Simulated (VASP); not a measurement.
An input for Ansatz (written as the equivalent of a VASP run, and not itself run):

Ansatz 0.2 input:
```yaml
crystal:
  lattice:
    - [0.0000000, 2.8284859, 2.8284859]
    - [2.8284859, 0.0000000, 2.8284859]
    - [2.8284859, 2.8284859, 0.0000000]
  atoms:
    - { symbol: Ga, position: [0.0000000, 0.0000000, 0.0000000] }
    - { symbol: As, position: [0.2500000, 0.2500000, 0.2500000] }
kpoints:
  mp_grid: { grid: [8, 8, 8] }
hamiltonian:
  xc: pbesol
  pseudopotentials: { kind: paw }
scf:
  occupations: { method: gaussian, width: 0.05 }
  max_iter: 100
relax:
  max_steps: 40
  f_tol: 0.02
  cell: {}
output: { forces: true, stress: true, eigenvalues: true }
```

### Question
Translate this input to VASP (INCAR, KPOINTS, POSCAR, choice of POTCAR).

### Answer
Several could match; the one computed here: 
### POSCAR
```
GaAs
1.0
  0.0000000000   2.8284858617   2.8284858617
  2.8284858617   0.0000000000   2.8284858617
  2.8284858617   2.8284858617   0.0000000000
Ga As
1 1
Cartesian
  0.0000000000   0.0000000000   0.0000000000
  1.4142429308   1.4142429308   1.4142429308
```

INCAR:
```
! general
SYSTEM  = GaAs
PREC    = Accurate
ENCUT   = 500
LREAL   = .False.
LASPH   = .True.

! electronic loop
EDIFF   = 1E-6
NELM    = 100
ALGO    = Normal
LMAXMIX = 4

! smearing
ISMEAR  = 0
SIGMA   = 0.05

! functional
GGA     = PS

! ions
IBRION  = 2
NSW     = 40
ISIF    = 3
EDIFFG  = -0.02

! output
LWAVE   = .False.
LCHARG  = .False.
```

KPOINTS:
```
Automatic mesh
0
G
 8 8 8
0 0 0
```

POTCAR, in this order: Ga_d As (PBE.64 set). Program: vasp_std.

Limits of the translation: each code has its own PAW files, so the cut-off isn't converted (ENCUT is set for VASP's; basis.ecutwfc is left out, and Ansatz then takes the one that its files recommend); Ansatz stops its SCF on the density residual and VASP on the energy change (EDIFF).

The compound is GaAs in the zinc blende structure. This run relaxes it. Symmetry was kept, so distortions that lower it aren't found.
